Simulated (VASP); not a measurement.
Wanted: the native input for a VASP 6.6.1 run.

```yaml
Task: single point
Functional: LDA
Potentials_or_basis: VASP PAW LDA potentials, release 64 (Mn_pv, Zn)
Cutoff: 520 eV
k_mesh: 6 × 6 × 6
Occupations: fermi-dirac, width 0.03 eV
Spin: collinear spin, typed start
Starting_moments: "[4.0, 0.0, 0.0, 0.0] μB"
Dipole_correction: no
Further_INCAR_settings: ALGO = Fast; EDIFF = 1e-06; NBANDS = 36
```

The structure of MnZn3 lies in POSCAR:

```
MnZn3
1.0
    3.8600000000      0.0000000000      0.0000000000
    0.0000000000      3.8600000000      0.0000000000
    0.0000000000      0.0000000000      3.8600000000
Mn Zn
1 3
Direct
    0.0000000000      0.0000000000      0.0000000000
    0.0000000000      0.5000000000      0.5000000000
    0.5000000000      0.0000000000      0.5000000000
    0.5000000000      0.5000000000      0.0000000000
```

One way to write it, as run:

INCAR

```
SYSTEM = MnZn3
ALGO = Fast ; EDIFF = 1E-6
ENCUT = 520 ; GGA = CA
ISIF = 2 ; ISMEAR = -1
ISPIN = 2 ; LASPH = .TRUE.
LCHARG = .TRUE. ; LELF = .TRUE.
LMAXMIX = 4 ; LORBIT = 11
LREAL = .FALSE. ; LVHAR = .TRUE.
LWAVE = .FALSE. ; MAGMOM = 4 0 0 0
NBANDS = 36 ; NELM = 150
PREC = Accurate ; SIGMA = 0.03
```

KPOINTS

```
k-points
0
G
  6 6 6
  0 0 0
```

Potentials or basis: VASP PAW LDA potentials, release 64 (Mn_pv, Zn).

Command:

```sh
$ cat potpaw_LDA.64/Mn_pv/POTCAR potpaw_LDA.64/Zn/POTCAR > POTCAR
$ mpirun -np 1 vasp_std > vasp.out
```

It gave:

The pressure is -14.0 GPa and the band gap on the k mesh is none (metal or under the smearing width). The net moment is 2.50 μB per cell, the site moments are Mn +2.70; Zn -0.06 μB and the valence electrons inside the program's atomic spheres are Mn 11.57; Zn 10.82.

Run time: 76 s on 1 thread of Intel(R) Xeon(R) Platinum 8559C (Emerald Rapids), on a shared host, peak memory 0.19 GiB.
